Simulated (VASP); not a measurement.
VASP runs on Ti$_{2}$O (space group P-3m1) share one base input (PBEsol GGA, plane waves, VASP's PBE PAW potentials (set 64)) and change the settings named in each case.

INCAR:
```
SYSTEM = Ti2O
PREC = Accurate
ENCUT = 400
EDIFF = 1E-6
NELM = 100
ALGO = Normal
LREAL = .FALSE.
LASPH = .TRUE.
ISMEAR = -1
SIGMA = 0.05
GGA = PS
LMAXMIX = 4
LWAVE = .FALSE.
LCHARG = .FALSE.
ISIF = 2
```

**KPOINTS**
```
Automatic
0
gamma
  15 15 8
```

File POSCAR:
```
Ti2O
1
    2.9540800000     0.0000000000     0.0000000000
   -1.4770400000     2.5583080000     0.0000000000
    0.0000000000     0.0000000000     4.8223400000
Ti O
2 1
Direct
  0.3333330000   0.6666670000   0.7300500000
  0.6666670000   0.3333330000   0.2699500000
  0.0000000000   0.0000000000   0.0000000000
```

POTCAR, in this order: Ti_sv O (PBE.64 set). Program: vasp_std.

| change | E(σ→0) (eV/atom) | pressure (GPa) | largest force (eV/Å) | −TS (eV) |
|---|---|---|---|---|
| base run | -9.1967 | -7.76 | 0.410 | -0.0090 |
| GGA removed, POTCAR Ti_sv O (LDA.64 set) | -9.5577 | … | … | … |
| KPOINTS 4×4×2 Γ-centred mesh | -9.2114 | -7.92 | 0.413 | -0.0068 |
| LDAU = .TRUE., LDAUJ = 0 0, LDAUL = 2 -1, LDAUTYPE = 2, LDAUU = 3.0 0 | -7.6712 | -0.61 | 0.246 | -0.0089 |

Q: Some entries are withheld; supply them.

A: 
- GGA removed, POTCAR Ti_sv O (LDA.64 set), pressure (GPa): -13.07
- GGA removed, POTCAR Ti_sv O (LDA.64 set), largest force (eV/Å): 0.577
- GGA removed, POTCAR Ti_sv O (LDA.64 set), −TS (eV): -0.0091

Energies of different potentials or functionals have different zeros.  At 400 eV the pressure can carry a Pulay error.

Left out are runs that ran out of time, are held back, or changed the cell or the kind of run, fixed moments of cells without a moment, rows past the twelfth, gaps on odd meshes, pressures of charged cells and columns that move by less than the noise.

The structure comes from a computed database's Ti2O entry (P-3m1); how it stands against other phases isn't given here. The cell was not relaxed at this level, forces remain on its atoms.
